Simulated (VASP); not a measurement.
## Hf3Hg (space group I4/mmm): computed properties

All values below come from PBEsol GGA, VASP's PBE PAW potentials (set 64) (plane waves; VASP).

- space group = I4/mmm (139)
- cell = a = 4.2486 Å, b = 4.2486 Å, c = 9.0584 Å, α = 90.00°, β = 90.00°, γ = 90.00°
- volume per atom = 20.44 Å³/atom
- band gap (over mesh and band path) = none (metal, semimetal or under 0.01 eV)
- density = 14.95 g/cm³

```yaml
crystal:
  lattice:
    - [-2.12430, 2.12430, 4.52918]
    - [2.12430, -2.12430, 4.52918]
    - [2.12430, 2.12430, -4.52918]
  atoms:
    - { symbol: Hf, position: [0.75000, 0.25000, 0.50000] }
    - { symbol: Hf, position: [0.25000, 0.75000, 0.50000] }
    - { symbol: Hf, position: [0.50000, 0.50000, 0.00000] }
    - { symbol: Hg, position: [0.00000, 0.00000, 0.00000] }
```

Unless said otherwise, spin-orbit coupling is left out, though it shifts the bands of the heavy elements here.

The structure comes from a computed database's Hf3Hg entry (I4/mmm); how it stands against other phases isn't given here. It was relaxed first. Symmetry was kept, so distortions that lower it aren't found.
